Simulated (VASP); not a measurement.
```yaml
crystal:
  lattice:
    - [4.22239, 0.00000, 0.00000]
    - [0.00000, 4.18856, 0.00000]
    - [0.00000, 0.00000, 4.30248]
  atoms:
    - { symbol: Cs, position: [0.00000, 0.00000, 0.00000] }
    - { symbol: Br, position: [0.51256, 0.50000, 0.50000] }
```

Level of theory: PBE GGA, VASP's PBE PAW potentials (set 64) (plane waves; VASP). Settings: 400 eV cut-off, KSPACING 0.2 per Å, Gaussian smearing of 0.050 eV, potentials Cs_sv Br.

Q: Which forces act on the atoms, in eV/Å?

A: 
```json
[
 {"atom": "Cs1", "Fx": "0.057", "Fy": "0.000", "Fz": "0.000"},
 {"atom": "Br2", "Fx": "-0.057", "Fy": "0.000", "Fz": "0.000"}
]
```

Q: Give the stress tensor in GPa (positive for a compressed cell).

A: 
```
1.82  0.00  0.00
0.00  2.02  0.00
0.00  0.00  1.39
```
The pressure is its mean diagonal, 1.74 GPa.

The compound is CsBr in the CsCl type structure. The cell was not relaxed at this level, atoms are displaced from their ideal sites. The run is one of a series of settings (KGAMMA = .TRUE., KSPACING = 0.2, KPOINTS file removed against the base run), some of them coarse on purpose.
